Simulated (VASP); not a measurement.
Here is the system:

```
CELL_PARAMETERS angstrom
      0.00000     2.81223     2.81223
      2.81223     0.00000     2.81223
      2.81223     2.81223     0.00000
ATOMIC_POSITIONS crystal
  Ga 0.00000 0.00000 0.00000
  As 0.25000 0.25000 0.25000
```

Method: HSEsol screened hybrid, VASP's PBE PAW potentials (set 64) (plane waves; VASP). Run with 520 eV cut-off, 6×6×6 Γ-centred mesh, Gaussian smearing of 0.050 eV, potentials Ga_d As.

Q: Give the energy at these volumes per atom, relative to the lowest: 21.60, 22.31, 23.03, 23.74, 24.45 Å³.

A: 4.7, 0.0, 6.3, 21.8, 45.1 meV/atom. A third-order Birch-Murnaghan fit gives B0 = 78.6 GPa and B0′ = 4.6.

Measured: bulk modulus 76.7 GPa at 0 K (computed value off by +2.5 %), as given by Daniel Mejia-Rodriguez et al., Physical Review B (2018), arXiv:1807.09216 [0 K value with the zero-point phonon effect removed]; a 5.640 Å at 0 K (computed value off by -0.3 %), as given by Daniel Mejia-Rodriguez et al., Physical Review B (2018), arXiv:1807.09216 [static lattice: zero-point anharmonic expansion removed].

The compound is GaAs in the zinc blende structure. It was relaxed first. The cell's shape comes from a PBE relaxation.
